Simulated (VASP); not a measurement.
```
CELL_PARAMETERS angstrom
      7.14656     0.00000     0.00000
      0.00000     7.14656     0.00000
      0.00000     0.00000     7.14656
ATOMIC_POSITIONS crystal
  C  0.50000 0.00000 0.00000
  C  0.62355 0.12328 0.13196
  C  0.74871 0.25381 0.00365
  C  0.87234 0.37285 0.12292
  C  0.74503 0.00663 0.25574
  C  0.87584 0.12239 0.38044
  C  0.00000 0.00000 0.00000
  C  0.12500 0.12500 0.12500
  C  0.25000 0.25000 0.00000
  C  0.36878 0.37051 0.13097
  C  0.50614 0.50300 0.00326
  C  0.62446 0.63105 0.12369
  C  0.75000 0.75000 0.00000
  C  0.87500 0.87500 0.12500
  C  0.25000 0.00000 0.25000
  C  0.37895 0.12816 0.36974
  C  0.50584 0.24843 0.24713
  C  0.75164 0.49955 0.24657
  C  0.87975 0.62050 0.37117
  C  0.50224 0.99971 0.49402
  C  0.61994 0.11957 0.62469
  C  0.75057 0.25642 0.50118
  C  0.87537 0.38092 0.63088
  C  0.75000 0.00000 0.75000
  C  0.87500 0.12500 0.87500
  C  0.00000 0.50000 0.00000
  C  0.12500 0.62500 0.12500
  C  0.25000 0.75000 0.00000
  C  0.37500 0.87500 0.12500
  C  0.00000 0.25000 0.25000
  C  0.12500 0.37500 0.37500
  C  0.25144 0.49896 0.25054
  C  0.37481 0.62500 0.38085
  C  0.49668 0.74369 0.24948
  C  0.62500 0.87500 0.37500
  C  0.00000 0.00000 0.50000
  C  0.12500 0.12500 0.62500
  C  0.25130 0.24833 0.50194
  C  0.37503 0.36925 0.62216
  C  0.62624 0.61822 0.62318
  C  0.74358 0.74477 0.49550
  C  0.87500 0.87500 0.62500
  C  0.25000 0.00000 0.75000
  C  0.37500 0.12500 0.87500
  C  0.49941 0.25564 0.75133
  C  0.62500 0.37500 0.87500
  C  0.74745 0.49881 0.75194
  C  0.87500 0.62500 0.87500
  C  0.00000 0.75000 0.25000
  C  0.12500 0.87500 0.37500
  C  0.00000 0.50000 0.50000
  C  0.12500 0.62500 0.62500
  C  0.25000 0.75000 0.50000
  C  0.37500 0.87500 0.62500
  C  0.00000 0.25000 0.75000
  C  0.12500 0.37500 0.87500
  C  0.25000 0.50000 0.75000
  C  0.37500 0.62500 0.87500
  C  0.50000 0.75000 0.75000
  C  0.62500 0.87500 0.87500
  C  0.00000 0.75000 0.75000
  C  0.12500 0.87500 0.87500
  Sn 0.50460 0.49545 0.50567
```
Cell charge -2.

Method: PBE GGA, VASP's PBE PAW potentials (set 64) (plane waves; VASP). Settings: PREC = Normal, LREAL = Auto, ISYM = 0, NELECT = 254.0, EDIFF = 1E-5, 400 eV cut-off, 1×1×1 Γ-centred mesh, Gaussian smearing of 0.050 eV, potentials C Sn.

At this cut-off the stress carries a Pulay error, which pulls relaxed volumes low. The cell is charged, with a uniform compensating background. The supercell is sampled at Γ alone, which is coarse: total energies, pressure and levels can be off, energies of defects by several tenths of an eV.

Task: The ions are relaxed. Which structure does the run end with?

Result: 
```
CELL_PARAMETERS angstrom
      7.14656     0.00000     0.00000
      0.00000     7.14656     0.00000
      0.00000     0.00000     7.14656
ATOMIC_POSITIONS crystal
  C  0.49881 0.99998 0.00053
  C  0.61936 0.12717 0.12774
  C  0.74687 0.25289 0.00419
  C  0.87258 0.38039 0.12773
  C  0.74685 0.00362 0.25347
  C  0.87258 0.12716 0.38095
  C  0.99809 0.00167 0.00223
  C  0.12103 0.12665 0.12718
  C  0.24484 0.25066 0.99897
  C  0.36740 0.37237 0.12088
  C  0.49944 0.50032 0.00043
  C  0.62739 0.63236 0.12086
  C  0.74910 0.75493 0.99895
  C  0.87310 0.87871 0.12720
  C  0.24482 0.99840 0.25122
  C  0.36739 0.12028 0.37294
  C  0.47906 0.23867 0.23927
  C  0.76107 0.52069 0.23924
  C  0.87946 0.63235 0.37295
  C  0.49942 0.99984 0.50091
  C  0.62737 0.12028 0.63293
  C  0.76107 0.23867 0.52125
  C  0.87947 0.37239 0.63293
  C  0.74910 0.99841 0.75549
  C  0.87313 0.12662 0.87928
  C  0.99980 0.50093 0.00054
  C  0.12168 0.62587 0.12216
  C  0.24992 0.74982 0.99830
  C  0.37387 0.87807 0.12214
  C  0.99614 0.25290 0.25346
  C  0.12298 0.37620 0.37675
  C  0.24350 0.50413 0.24473
  C  0.36195 0.63781 0.35634
  C  0.49561 0.75628 0.24471
  C  0.62355 0.87678 0.37676
  C  0.99977 0.99999 0.50149
  C  0.12165 0.12160 0.62643
  C  0.24347 0.24415 0.50469
  C  0.36194 0.35575 0.63836
  C  0.64402 0.63781 0.63838
  C  0.75560 0.75628 0.50470
  C  0.87814 0.87809 0.62643
  C  0.24993 0.99776 0.75040
  C  0.37389 0.12161 0.87864
  C  0.49562 0.24415 0.75683
  C  0.62357 0.37620 0.87733
  C  0.75562 0.50413 0.75684
  C  0.87816 0.62588 0.87864
  C  0.00137 0.75493 0.25123
  C  0.12318 0.87655 0.37620
  C  0.99992 0.50032 0.50090
  C  0.12687 0.62354 0.62411
  C  0.25041 0.74936 0.49662
  C  0.37620 0.87288 0.62413
  C  0.00137 0.25065 0.75550
  C  0.12321 0.37564 0.87712
  C  0.25043 0.49604 0.74992
  C  0.37621 0.62353 0.87347
  C  0.50370 0.74934 0.74993
  C  0.62412 0.87654 0.87712
  C  0.00203 0.74984 0.75039
  C  0.12497 0.87479 0.87535
  Sn 0.56151 0.43822 0.43884
```
Cell charge -2.

Task: How much energy does the relaxation gain?

Result: The energy (σ→0) changes by -359.6 meV/atom, in 23 ionic steps.

```tsv
step	E(σ→0) (eV)	max force (eV/Å)	pressure (GPa)	volume (Å³)
1	-506.0765	39.653	38.99	365.00
2	-449.9300	60.205	64.56	365.00
3	-500.9362	20.026	38.60	365.00
4	-516.6901	10.595	29.81	365.00
5	-523.2493	9.079	25.62	365.00
6	-523.5194	12.517	26.87	365.00
7	-524.5546	6.925	25.29	365.00
8	-524.6446	7.738	25.46	365.00
9	-525.1896	5.942	27.13	365.00
10	-527.4227	2.704	25.03	365.00
11	-528.2954	1.508	25.07	365.00
12	-528.3319	1.513	24.99	365.00
13	-528.6119	0.719	25.01	365.00
14	-528.6294	0.644	24.98	365.00
15	-528.7106	0.322	25.05	365.00
16	-528.7126	0.264	25.03	365.00
17	-528.7260	0.189	25.02	365.00
18	-528.7279	0.150	25.02	365.00
19	-528.7311	0.069	25.04	365.00
20	-528.7312	0.056	25.03	365.00
21	-528.7318	0.048	25.04	365.00
22	-528.7318	0.049	25.04	365.00
23	-528.7319	0.014	25.03	365.00
```

The cell is a supercell with a defect, built from C (diamond): Sn_C-vac_C, charge -2. The run is not spin-polarised, so no state with unpaired spins was tried.
